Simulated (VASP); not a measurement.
```xyz
2
Lattice="0.0000 2.8287 2.8287 2.8287 0.0000 2.8287 2.8287 2.8287 0.0000" Properties=species:S:1:pos:R:3 pbc="T T T"
Zn    -0.0500     0.0000     0.0000
Se     1.4143     1.4143     1.4143
```

Method: r2SCAN meta-GGA, VASP's PBE PAW potentials (set 64) (plane waves; VASP). Numerical set-up: 480 eV cut-off, 8×8×8 Γ-centred mesh, Gaussian smearing of 0.050 eV, potentials Zn Se.

**Question.** What does the run give for the energy per atom (σ→0), largest force, band gap (on the k-mesh) with the smallest direct gap where there is one?

**Answer.** 
```yaml
band gap (on the k-mesh): 1.84 eV
smallest direct gap (on the k-mesh): 1.84 eV
energy per atom (σ→0): -12.451 eV/atom
largest_force: 0.283 eV/Å
```

The absolute energy has meaning only against runs of the same code, potentials and settings.

The compound is ZnSe in the zinc blende structure. This cell was strained or had an atom moved on purpose.
